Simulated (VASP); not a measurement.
All values below come from PBEsol GGA, VASP's PBE PAW potentials (set 64) (plane waves; VASP).

VASP input:

### INCAR
```
SYSTEM  =  MgNi3C
PREC  =  Accurate; ENCUT  =  400; LREAL  =  F
LASPH  =  T
EDIFF  =  1E-6; NELM  =  100; ALGO  =  Normal
LMAXMIX  =  4
ISMEAR  =  0; SIGMA  =  0.2
GGA  =  PS
ISPIN  =  2
ISIF  =  2
LWAVE  =  F; LCHARG  =  F; LORBIT  =  11
```

POSCAR:
```
MgNi3C
1.0
  3.7018640000   0.0000000000   0.0000000000
  0.0000000000   3.7018640000   0.0000000000
  0.0000000000   0.0000000000   3.7018640000
Mg Ni C
1 3 1
Direct
  0.0000000000   0.0000000000   0.0000000000
  0.0000000000   0.5000000000   0.5000000000
  0.5000000000   0.0000000000   0.5000000000
  0.5000000000   0.5000000000   0.0000000000
  0.5000000000   0.5000000000   0.5000000000
```

KPOINTS:
```
kpoints
0
G
  9 9 9
```

POTCAR, in this order: Mg Ni C (PBE.64 set). Program: vasp_std. The INCAR's line for the spin-polarised start is left out here.

Question: What will the output report for the number of irreducible k-points (NKPTS), largest plane-wave count, number of space-group operations, FFT grid (NGX, NGY, NGZ)?

Answer: 
- number of irreducible k-points (NKPTS): 35
- largest plane-wave count: 940
- number of space-group operations: 48
- FFT grid (NGX, NGY, NGZ): 24 × 24 × 24

The structure comes from a computed database's MgNi3C entry; how it stands against other phases isn't given here. The cell was not relaxed at this level. The run is one of a series of settings (GGA = PS, POTCAR Mg Ni C (PBE.64 set) against the base run), some of them coarse on purpose.
